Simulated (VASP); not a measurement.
# Al3Si2F (Immm) in VASP: elastic constants with PBE

Aim: the elastic constants of Al3Si2F with PBE.

Program: VASP 6.6.1. These are calculated values, not measurements. Logs are shortened: lines on timing, memory, paths and dates and some standing lists are left out, and cuts for length are marked.

### Step 1. The structure

Symmetry: Immm, No. 71, orthorhombic system. The conventional cell has a = 3.897 Å, b = 4.037 Å, c = 13.395 Å, α = 90.00°, β = 90.00°, γ = 90.00°. Al (site symmetry mm2) is surrounded by 4 Si at 2.52 to 2.56 Å and 4 Al at 2.81 Å. Al (site symmetry mmm) has 2 F at 1.95 Å as nearest neighbours. Si (site symmetry mm2) is surrounded by 6 Al at 2.52 to 2.68 Å. F (site symmetry mmm) has 2 Al at 1.95 Å as nearest neighbours.

The cell was built by a generator and needn't be a form met in nature.

### Step 2. Elastic constants, PBE

POSCAR

```
Al3Si2F
1.0
   -1.9483300000      2.0187000000      6.6975400000
    1.9483300000     -2.0187000000      6.6975400000
    1.9483300000      2.0187000000     -6.6975400000
Al Si F
3 2 1
Direct
    0.2494610000      0.7494610000      0.5000000000
    0.7505390000      0.2505390000      0.5000000000
    0.0000000000      0.5000000000      0.5000000000
    0.6316480000      0.6316480000      0.0000000000
    0.3683520000      0.3683520000      0.0000000000
    0.0000000000      0.0000000000      0.0000000000
```

INCAR.step1

```
PREC = Accurate ; ENCUT = 520
EDIFF = 1E-8 ; ISMEAR = 0
SIGMA = 0.1 ; LREAL = F
LASPH = T ; NELM = 100
ALGO = Normal ; ISIF = 3
LWAVE = F ; LCHARG = F
GGA = PE ; KPAR = 8
IBRION = 2 ; NSW = 40
EDIFFG = -0.002
```

INCAR.step2

```
PREC = Accurate ; ENCUT = 520
EDIFF = 1E-8 ; ISMEAR = 0
SIGMA = 0.1 ; LREAL = F
LASPH = T ; NELM = 100
ALGO = Normal ; ISIF = 3
LWAVE = F ; LCHARG = F
GGA = PE ; KPAR = 8
IBRION = 6 ; NFREE = 2
POTIM = 0.015 ; NSW = 1
```

KPOINTS

```
regular mesh
0
Gamma
  7 7 7
```

Potentials or basis: VASP PAW PBE potentials, release 64 (Al, Si, F).

Launch:

```console
> cat potpaw_PBE.64/Al/POTCAR potpaw_PBE.64/Si/POTCAR potpaw_PBE.64/F/POTCAR > POTCAR
> cp INCAR.step1 INCAR
> mpirun -np 8 vasp_std > vasp.out
> cp CONTCAR POSCAR
> cp INCAR.step2 INCAR
> mpirun -np 8 vasp_std > vasp.out
```

OUTCAR:

```text
PREC = Accurate
   ENCUT = 520
   EDIFF = 1E-8
   ISMEAR = 0
   LREAL = F
   LASPH = T
   NELM = 100
   ISIF = 3
   GGA = PE
   IBRION = 6
   NFREE = 2
   POTIM = 0.015
   NSW = 1

 ion  position               nearest neighbor table
   1  0.250  0.750  0.500-   5 2.51   5 2.51   4 2.56   4 2.56   2 2.81   2 2.81   2 2.81   2 2.81
                             3 3.33
   2  0.750  0.250  0.500-   4 2.51   4 2.51   5 2.56   5 2.56   1 2.81   1 2.81   1 2.81   1 2.81
                             3 3.33
   3  0.000  0.500  0.500-   6 1.96   6 1.96   4 2.68   5 2.68   4 2.68   5 2.68   2 3.33   1 3.33

   4  0.632  0.632  0.000-   2 2.51   2 2.51   1 2.56   1 2.56   3 2.68   3 2.68
   5  0.368  0.368  0.000-   1 2.51   1 2.51   2 2.56   2 2.56   3 2.68   3 2.68
   6  0.000  0.000  0.000-   3 1.96   3 1.96

  LATTYP: Found a body centered orthorhombic cell.
 ALAT       =     3.9106935250
 B/A-ratio  =     1.0340747524
 C/A-ratio  =     3.4022293183

  Lattice vectors:

 A1 = (  -1.9553467625,   2.0219747193,   6.6525380829)
 A2 = (   1.9553467625,  -2.0219747193,   6.6525380829)
 A3 = (   1.9553467625,   2.0219747193,  -6.6525380829)

Analysis of symmetry for initial positions (statically):
=====================================================================
 Subroutine PRICEL returns:
 Original cell was already a primitive cell.

 Routine SETGRP: Setting up the symmetry group for a
 body centered orthorhombic supercell.

 Subroutine GETGRP returns: Found  8 space group operations
 (whereof  8 operations were pure point group operations)
 out of a pool of  8 trial point group operations.

The static configuration has the point symmetry D_2h.

Analysis of symmetry for dynamics (positions and initial velocities):
=====================================================================
 Subroutine PRICEL returns:
 Original cell was already a primitive cell.

 Routine SETGRP: Setting up the symmetry group for a
 body centered orthorhombic supercell.

 Subroutine GETGRP returns: Found  8 space group operations
 (whereof  8 operations were pure point group operations)
 out of a pool of  8 trial point group operations.

The dynamic configuration has the point symmetry D_2h.

 Subroutine INISYM returns: Found  8 space group operations
 (whereof  8 operations are pure point group operations),
 and found     1 'primitive' translations

----------------------------------------------------------------------------------------

                                     Primitive cell

  volume of cell :     105.2075

  direct lattice vectors                    reciprocal lattice vectors
    -1.955346763  2.021974719  6.652538083     0.000000000  0.247283013  0.075159284
     1.955346763 -2.021974719  6.652538083     0.255709120  0.000000000  0.075159284
     1.955346763  2.021974719 -6.652538083     0.255709120  0.247283013  0.000000000

  length of vectors
     7.222743639  7.222743639  7.222743639     0.258452716  0.266525931  0.355719050

  position of ions in fractional coordinates (direct lattice)
     0.250272690  0.750272690  0.500000000
     0.749727310  0.249727310  0.500000000
     0.000000000  0.500000000  0.500000000
     0.631789452  0.631789452  0.000000000
     0.368210548  0.368210548  0.000000000
     0.000000000  0.000000000  0.000000000

[... 132 lines left out ...]

------------------------ aborting loop because EDIFF is reached ----------------------------------------

  FORCE on cell =-STRESS in cart. coord.  units (eV):
  Direction    XX          YY          ZZ          XY          YZ          ZX
  --------------------------------------------------------------------------------------
  -------------------------------------------------------------------------------------
  Total        0.0066672      0.0034540      0.0085520      0.0000000      0.0000000      0.0000000
  in kB        0.1015325      0.0526007      0.1302367      0.0000000      0.0000000      0.0000000
  external PRESSURE =       0.0947899 kB  Pullay stress =       0.0000000 kB
[... 101 lines left out ...]
  FREE ENERGIE OF THE ION-ELECTRON SYSTEM (eV)
  ---------------------------------------------------
  free  energy   TOTEN  =       -26.8877378343 eV

  energy  without entropy=      -26.8811322531  energy(sigma->0) =      -26.88443504

[... ionic steps 4 to 34 ...]

--------------------------------------- Ionic step       35  -------------------------------------------

 number of electron      23.9999996 magnetization

------------------------ aborting loop because EDIFF is reached ----------------------------------------
[... 75 lines left out ...]
--------------------------------------- Ionic step       37  -------------------------------------------

 number of electron      24.0000000 magnetization

 Free energy of the ion-electron system (eV)
  ---------------------------------------------------
  ext. energy  EPLUGINS =         0.00000000
  ---------------------------------------------------
  free energy    TOTEN  =       -26.90159960 eV

  energy without entropy =      -26.89549257  energy(sigma->0) =      -26.89854608

 E-fermi :   5.8678     XC(G=0):  -9.5278

 val. band max:        5.8577096676   @ k =  -0.2857   0.1429  -0.0000
 cond. band min:       5.8742103829   @ k =   0.1429  -0.1429   0.1429
 fundamental gap:      0.0165007153
 Fermi energy:         5.8677937827

 k-point     1 :       0.0000    0.0000    0.0000
  band No.  band energies     occupation
      1     -18.8921      2.00000
      2      -5.1013      2.00000
      3      -2.4982      2.00000
      4      -1.9789      2.00000
      5      -0.2500      2.00000
      6      -0.0188      2.00000
[... 433 lines left out ...]
      3      -2.3337      2.00000
      4      -2.0068      2.00000
      5      -0.1632      2.00000
      6      -0.0689      2.00000
[... 8 lines left out ...]
     15       7.9378      0.00000
     16       9.4855      0.00000

 [... further k-points ...]
[... 5 lines left out ...]
  --------------------------------------------------------------------------------------
  -------------------------------------------------------------------------------------
  Total        0.0057739      0.0027989      0.0071188      0.0000000      0.0000000      0.0000000
  in kB        0.0879292      0.0426244      0.1084106      0.0000000      0.0000000      0.0000000
  external PRESSURE =       0.0796547 kB  Pullay stress =       0.0000000 kB
[... 21 lines left out ...]
  FREE ENERGIE OF THE ION-ELECTRON SYSTEM (eV)
  ---------------------------------------------------
  free  energy   TOTEN  =       -26.9015996013 eV

  energy  without entropy=      -26.8954925674  energy(sigma->0) =      -26.89854608

 INTERNAL STRAIN TENSORS FROM STRAINED CELLS
 ============================================

 INTERNAL STRAIN TENSOR FOR ION    1 for displacements in x,y,z  (eV/Angst):
          X           Y           Z          XY          YZ          ZX
  --------------------------------------------------------------------------------
  x     0.00000     0.00000    -0.00000     0.00000     0.00000     7.72216
  y     0.00000     0.00000    -0.00000    -0.00000    -6.06825     0.00000
  z     7.83357    -3.69645     1.18969    -0.00011     0.00000     0.00002

 INTERNAL STRAIN TENSORS FROM DISPLACED ATOMS
 ============================================

 INTERNAL STRAIN TENSOR FOR ION    1 for displacements in x,y,z  (eV/Angst):
          X           Y           Z          XY          YZ          ZX
  --------------------------------------------------------------------------------
  x     0.00000     0.00000     0.00000     0.00000     0.00000     7.71508
  y     0.00000     0.00000     0.00000     0.00000    -6.07144     0.00000
  z     7.82418    -3.71356     1.07516     0.00000     0.00000     0.00000

 INTERNAL STRAIN TENSOR FOR ION    6 for displacements in x,y,z  (eV/Angst):
          X           Y           Z          XY          YZ          ZX
  --------------------------------------------------------------------------------
  x     0.00000     0.00000     0.00000     0.00000     0.00000     0.00000
  y     0.00000     0.00000     0.00000     0.00000     0.00000     0.00000
  z     0.00000     0.00000     0.00000     0.00000     0.00000     0.00000

 Eigenvectors and eigenvalues of the dynamical matrix
 ----------------------------------------------------

   1 f  =   11.745913 THz    73.801751 2PiTHz  391.801498 cm-1    48.577173 meV
             X         Y         Z           dx          dy          dz
      1.955347  0.000000  3.329897    -0.618358    0.000000    0.000000
     -0.000000  2.021975  3.322641     0.618358   -0.000000   -0.000000
      1.955347  0.000000  0.000000     0.000000   -0.000000    0.000000
      0.000000  0.000000  8.406007    -0.342977   -0.000000   -0.000000
      0.000000  0.000000  4.899069     0.342977    0.000000    0.000000
      0.000000  0.000000  0.000000     0.000000   -0.000000   -0.000000
[... 145 lines left out ...]
  18 f/i=    0.009687 THz     0.060863 2PiTHz    0.323113 cm-1     0.040061 meV
             X         Y         Z           dx          dy          dz
      1.955347  0.000000  3.329897    -0.000000    0.000000   -0.415355
     -0.000000  2.021975  3.322641    -0.000000    0.000000   -0.415355
      1.955347  0.000000  0.000000    -0.000000    0.000000   -0.415630
      0.000000  0.000000  8.406007    -0.000000    0.000000   -0.423905
      0.000000  0.000000  4.899069    -0.000000    0.000000   -0.423905
      0.000000  0.000000  0.000000    -0.000000    0.000000   -0.350458

--------------------------------------------------------------------------------------------------------

 ELASTIC MODULI CONTR FROM IONIC RELAXATION (kBar)
 Direction    XX          YY          ZZ          XY          YZ          ZX
 --------------------------------------------------------------------------------
 XX        -438.9047    157.0992   -126.6076      0.0000      0.0000     -0.0000
 YY         157.0992    -97.2738     -7.8087      0.0000     -0.0000     -0.0000
 ZZ        -126.6076     -7.8087   -105.2883      0.0000      0.0000     -0.0000
 XY           0.0000      0.0000      0.0000      0.0000      0.0000      0.0000
 YZ           0.0000     -0.0000      0.0000      0.0000   -160.7587      0.0000
 ZX          -0.0000     -0.0000     -0.0000      0.0000      0.0000   -244.3466
 --------------------------------------------------------------------------------

 TOTAL ELASTIC MODULI (kBar)
 Direction    XX          YY          ZZ          XY          YZ          ZX
 --------------------------------------------------------------------------------
 XX        1429.7985    431.9191    317.1365     -0.0000      0.0000     -0.0000
 YY         431.9191   1331.5535    727.8356      0.0000     -0.0000     -0.0000
 ZZ         317.1365    727.8356    874.3065     -0.0000      0.0000     -0.0000
 XY          -0.0000      0.0000     -0.0000    464.8675      0.0000      0.0000
 YZ           0.0000     -0.0000      0.0000      0.0000     39.9436      0.0000
 ZX          -0.0000     -0.0000     -0.0000      0.0000      0.0000    400.8249
 --------------------------------------------------------------------------------
```

Run time: 20 min. Hardware: 8 MPI ranks of AMD EPYC 9R45 (Zen 5), shared host; peak memory 0.6 GiB.

Results:

* Relaxed volume: 17.53 Å³/atom
* Relaxed cell: a = 7.223 Å, b = 7.223 Å, c = 7.223 Å, α = 148.59°, β = 147.49°, γ = 45.84°
* Space group after relaxing (to 0.05 Å): Immm (No. 71)
* Voigt bulk modulus: 73 GPa
* Highest phonon frequency at Γ, LO-TO splitting left out: 392 cm⁻¹

Step by step:
```
step  energy change (eV)  largest force (eV/Å)  pressure (GPa)  volume (Å³)
   1              0.0000                0.0407           -0.11       105.37
   2             -0.0006                0.0284            0.04       105.19
   3             -0.0008                0.0223            0.18       105.03
   4             -0.0011                0.0208            0.05       105.20
   5             -0.0012                0.0194           -0.05       105.32
   6             -0.0013                0.0155           -0.03       105.28
   7             -0.0013                0.0135           -0.01       105.25
   8             -0.0013                0.0129            0.00       105.24
   9             -0.0014                0.0027           -0.01       105.23
  10             -0.0014                0.0017           -0.01       105.23
  11             -0.0014                0.0004            0.01       105.21
```

Final structure:
```xyz
6
Lattice="-1.9553 2.0220 6.6525 1.9553 -2.0220 6.6525 1.9553 2.0220 -6.6525" Properties=species:S:1:pos:R:3 pbc="T T T"
Al    1.9553    0.0000    3.3299
Al    0.0000    2.0220    3.3226
Al    1.9553    0.0000    0.0000
Si    0.0000    0.0000    8.4060
Si    0.0000    0.0000    4.8991
F     0.0000    0.0000    0.0000
```

Phonon frequencies in cm⁻¹ (negative: imaginary):
| q point | frequencies |
| --- | --- |
| (0.000, 0.000, 0.000) | 0 0 0 113 155 168 182 194 210 215 236 263 292 314 330 338 380 392 |

Elastic tensor in Voigt notation (GPa, in the Cartesian axes of the cell as first typed):
```
143  43  32   0   0   0
 43 133  73   0   0   0
 32  73  87   0   0   0
  0   0   0   4   0   0
  0   0   0   0  40   0
  0   0   0   0   0  46
```

Clamped-ion elastic tensor (GPa):
```
187  27  44   0   0   0
 27 143  74   0   0   0
 44  74  98   0   0   0
  0   0   0  20   0   0
  0   0   0   0  65   0
  0   0   0   0   0  46
```
